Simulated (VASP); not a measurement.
Method: PBE GGA with D3 dispersion (zero damping), VASP's PBE PAW potentials (set 64) (plane waves; VASP).

The input files of a VASP run:

POSCAR:
```
Cr
2.8013760
  0.9999998592   0.0000000000   0.0000000000
  0.0000000000   0.9999998592   0.0000000000
  0.0000000000   0.0000000000   0.9999998592
Cr
2
Cartesian
  0.0000000000   0.0000000000   0.0000000000
  0.4999999296   0.4999999296   0.4999999296
```

File KPOINTS:
```
Automatic mesh
0
Gamma
13 13 13
0 0 0
```

INCAR:
```
GGA  =  PE
MAGMOM  =  0.9 -0.9
LCHARG  =  .FALSE.
IVDW  =  11   # D3, zero damping
LMAXMIX  =  4   # l cut-off of mixed one-centre charges
EDIFF  =  1E-7
ISIF  =  2   # forces and stress, cell fixed
ISPIN  =  2   # spin-polarised
SYSTEM  =  Cr
PREC  =  Accurate
ENCUT  =  520   # plane-wave cut-off (eV)
NELM  =  100   # most electronic steps
LORBIT  =  10
LWAVE  =  .FALSE.
ALGO  =  Normal   # blocked Davidson
LREAL  =  .FALSE.
ISMEAR  =  1   # Methfessel-Paxton
SIGMA  =  0.1   # width (eV)
LASPH  =  .TRUE.   # aspherical one-centre terms
```

POTCAR, in this order: Cr_pv (PBE.64 set). Program: vasp_std.

The run wrote:

### OSZICAR
```
       N       E                     dE             d eps       ncg     rms          rms(c)
DAV:   1     0.232707455347E+03    0.23271E+03   -0.14424E+04  5376   0.187E+03
DAV:   2    -0.139008036349E+02   -0.24661E+03   -0.24473E+03  5600   0.506E+02
DAV:   3    -0.219471885663E+02   -0.80464E+01   -0.79526E+01  7016   0.105E+02
DAV:   4    -0.220599746440E+02   -0.11279E+00   -0.11231E+00  6392   0.124E+01
DAV:   5    -0.220626224729E+02   -0.26478E-02   -0.26407E-02  7504   0.150E+00    0.196E+01
DAV:   6    -0.190211243392E+02    0.30415E+01   -0.16933E+01  5664   0.509E+01    0.359E+00
DAV:   7    -0.190052132478E+02    0.15911E-01   -0.21640E-01  5888   0.621E+00    0.237E+00
DAV:   8    -0.189966294293E+02    0.85838E-02   -0.13981E-02  7752   0.164E+00    0.113E+00
DAV:   9    -0.189879166260E+02    0.87128E-02   -0.72802E-03  6552   0.114E+00    0.216E-01
DAV:  10    -0.189882639181E+02   -0.34729E-03   -0.11135E-03  6568   0.479E-01    0.933E-02
DAV:  11    -0.189883523245E+02   -0.88406E-04   -0.94161E-04  6960   0.192E-01    0.807E-02
DAV:  12    -0.189884615880E+02   -0.10926E-03   -0.13113E-03  6704   0.258E-01    0.655E-02
DAV:  13    -0.189886062244E+02   -0.14464E-03   -0.21905E-03  6896   0.344E-01    0.604E-02
DAV:  14    -0.189888657522E+02   -0.25953E-03   -0.10230E-02  6880   0.715E-01    0.442E-02
DAV:  15    -0.189889445056E+02   -0.78753E-04   -0.35693E-02  6912   0.136E+00    0.285E-02
DAV:  16    -0.189890213943E+02   -0.76889E-04   -0.21574E-03  6688   0.454E-01    0.229E-02
DAV:  17    -0.189890235283E+02   -0.21340E-05   -0.22732E-05  6720   0.519E-02    0.127E-02
DAV:  18    -0.189890229434E+02    0.58493E-06   -0.61938E-05  6992   0.636E-02    0.791E-03
DAV:  19    -0.189890215119E+02    0.14315E-05   -0.94591E-07  5968   0.105E-02    0.929E-03
DAV:  20    -0.189890211123E+02    0.39952E-06   -0.12311E-05  6608   0.237E-02    0.452E-03
DAV:  21    -0.189890211863E+02   -0.73948E-07   -0.13683E-06  6016   0.736E-03    0.287E-03
DAV:  22    -0.189890212584E+02   -0.72060E-07   -0.69897E-07  4328   0.450E-03
   1 F= -.19877202E+02 E0= -.19877368E+02  d E =0.497106E-03  mag=    -0.0000
```

### OUTCAR
```
------------------------ aborting loop because EDIFF is reached ----------------------------------------
 Edisp (eV)   -0.88818
  FORCE on cell =-STRESS in cart. coord.  units (eV):
  Direction    XX          YY          ZZ          XY          YZ          ZX
  --------------------------------------------------------------------------------------
  Total       1.06608     1.06608     1.06608    -0.00000    -0.00000     0.00000
  in kB      77.69412    77.69412    77.69412    -0.00000    -0.00000     0.00000
  external pressure =       77.69 kB  Pullay stress =        0.00 kB
  volume of cell :       21.98
      direct lattice vectors                 reciprocal lattice vectors
     2.801375606  0.000000000  0.000000000     0.356967483  0.000000000  0.000000000
     0.000000000  2.801375606  0.000000000     0.000000000  0.356967483  0.000000000
     0.000000000  0.000000000  2.801375606     0.000000000  0.000000000  0.356967483
 POSITION                                       TOTAL-FORCE (eV/Angst)
 -----------------------------------------------------------------------------------
      0.00000      0.00000      0.00000         0.000000      0.000000      0.000000
      1.40069      1.40069      1.40069        -0.000000     -0.000000     -0.000000
 -----------------------------------------------------------------------------------
    total drift:                                0.000000      0.000000     -0.000000
  FREE ENERGIE OF THE ION-ELECTRON SYSTEM (eV)
  ---------------------------------------------------
  free  energy   TOTEN  =       -19.8772019353 eV

  energy  without entropy=      -19.8776990416  energy(sigma->0) =      -19.87736764

 total charge

# of ion       s       p       d       tot
------------------------------------------
    1        0.460   6.440   4.273  11.173
    2        0.460   6.440   4.273  11.173
--------------------------------------------------
tot          0.920  12.880   8.547  22.346

 magnetization (x)

# of ion       s       p       d       tot
------------------------------------------
    1        0.008   0.004   0.649   0.661
    2       -0.008  -0.004  -0.649  -0.661
--------------------------------------------------
tot          0.000   0.000   0.000   0.000
```
(Selected blocks of OUTCAR.)

The compound is Cr in the bcc, AFM order structure. This cell is one point of a volume scan, at 0.97 of the reference volume.
